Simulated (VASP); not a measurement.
Data:

```
Au
1.0
    0.00000     1.95155     1.95155
    1.95155     0.00000     1.95155
    1.95155     1.95155     0.00000
Au
1
Cartesian
  0.00000   0.00000   0.00000
```

Method: LDA (Ceperley-Alder, Perdew-Zunger), VASP's LDA PAW potentials (set 64) (plane waves; VASP). Run with 500 eV cut-off, 16×16×16 Γ-centred mesh, first-order Methfessel-Paxton smearing of 0.10 eV, potentials Au.

Energy and stress use the plane-wave basis of the starting cell.

The ions, cell shape and volume at an external pressure of 45.0 GPa are relaxed. What does this cell relax into?

```
Au
1.0
    0.00000     1.92622     1.92622
    1.92622     0.00000     1.92622
    1.92622     1.92622     0.00000
Au
1
Cartesian
  0.00000   0.00000   0.00000
```
Space group Fm-3m (225), at a tolerance of 0.03 Å.

How do energy and volume change from the first to the last step?

The energy (σ→0) changes by +132.6 meV/atom and the volume by -3.8 %, in 5 ionic steps.

The compound is Au in the fcc structure. This run relaxes it under an external pressure of 45 GPa. Symmetry was kept, so distortions that lower it aren't found.
